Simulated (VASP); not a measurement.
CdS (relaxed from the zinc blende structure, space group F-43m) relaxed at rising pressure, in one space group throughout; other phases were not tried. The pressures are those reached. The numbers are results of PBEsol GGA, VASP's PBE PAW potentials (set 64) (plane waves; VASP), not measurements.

| P (GPa) | V (Å³/atom) | k-mesh |
|---|---|---|
| 0.01 | 24.853 | 8×8×8 |
| 4.98 | 23.194 | 8×8×8 |
| 9.95 | 21.994 | 8×8×8 |
| 19.93 | 20.281 | 8×8×8 |
| 29.98 | 19.070 | 9×9×9 |

A change of mesh leaves a small step in the series.

Task: Fit an equation of state and predict the volume at 45.14 GPa.

Result: Least squares on the third-order Birch-Murnaghan form, P = (3B0/2)(y⁷ − y⁵)[1 + (3/4)(B′ − 4)(y² − 1)] with y = (V0/V)^(1/3), gives V0 = 24.858 Å³/atom, B0 = 61 GPa and B′ = 4.6, and so 17.743 Å³/atom. The run gave 17.730 Å³/atom, -0.1 % from the fit.

Pressures at which the relaxation failed are left out.

The structure was generated: CdS was put into the zinc blende type (F-43m), which need not be its known phase.
